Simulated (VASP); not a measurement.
The system is BeZn2Se3.

```
Be Zn Se
1.0
    -2.05337    5.83279    2.98182
     2.03273   -5.77440    2.84445
     3.71097   11.41709   -5.71783
Be Zn Se
2 4 6
Direct
  0.02326 0.02677 0.00401
  0.00971 0.00776 0.50020
  0.33160 0.99355 0.16947
  0.34892 0.01866 0.67057
  0.65240 0.00305 0.33869
  0.66998 0.00376 0.82826
  0.77443 0.29213 0.26084
  0.76708 0.27256 0.74558
  0.07604 0.21337 0.41415
  0.07829 0.23275 0.92275
  0.38239 0.23562 0.08347
  0.37651 0.23569 0.58590
```

The cell was built by a generator and needn't be a form met in nature.

| Property | Result |
| --- | --- |
| Program | VASP 6.6.1 |
| Task | relaxation of cell and atoms |
| Functional | PBE |
| Potentials or basis | VASP PAW PBE potentials, release 64 (Be, Zn, Se) |
| Cutoff | 520 eV |
| k mesh | 5 × 5 × 5 |
| Occupations | gaussian, width 0.05 eV |
| Spin | no spin polarisation |

At the start: pressure -0.6 GPa; volume 21.78 Å³/atom.

Problem. Where does the relaxation end?

Solution. Over 16 steps the energy falls by 33.7 meV/atom and the volume is 21.41 Å³/atom (-1.7 %); space group Imm2 (No. 44, to 0.05 Å).

The path:
| step | energy change (eV) | largest force (eV/Å) | pressure (GPa) | volume (Å³) |
| --- | --- | --- | --- | --- |
| 1 | 0.0000 | 0.9966 | -0.61 | 261.35 |
| 2 | -0.2782 | 0.4740 | -0.30 | 258.16 |
| 3 | -0.3312 | 0.3487 | 0.18 | 255.92 |
| 4 | -0.3820 | 0.2136 | 0.06 | 256.20 |
| 5 | -0.3875 | 0.1877 | 0.07 | 256.31 |
| 6 | -0.3961 | 0.0950 | -0.11 | 256.76 |
| 7 | -0.3980 | 0.1030 | -0.18 | 257.08 |
| 8 | -0.4005 | 0.0747 | 0.06 | 255.97 |
| 9 | -0.4005 | 0.0753 | 0.21 | 255.61 |
| 10 | -0.4023 | 0.0460 | 0.10 | 255.98 |
| 11 | -0.4027 | 0.0459 | 0.13 | 256.17 |
| 12 | -0.4024 | 0.0769 | -0.03 | 256.54 |
| 13 | -0.4027 | 0.0510 | -0.04 | 256.28 |
| 14 | -0.4037 | 0.0309 | 0.03 | 256.19 |
| 15 | -0.4038 | 0.0301 | 0.14 | 256.16 |
| 16 | -0.4039 | 0.0250 | -0.10 | 256.91 |

Final structure:
```
Be Zn Se
1.0
    -1.95712    5.87819    2.79481
     1.95414   -5.87605    2.78674
     3.92351   11.75257   -5.57739
Be Zn Se
2 4 6
Direct
  0.00106 0.00464 0.00186
  0.00194 0.00607 0.50215
  0.33750 0.00233 0.16958
  0.33579 0.00156 0.66980
  0.66279 0.00429 0.33386
  0.66294 0.00523 0.83426
  0.78210 0.28624 0.25231
  0.78157 0.28565 0.75214
  0.07470 0.23367 0.42295
  0.07444 0.23423 0.92358
  0.38776 0.23576 0.08074
  0.38802 0.23600 0.58067
```
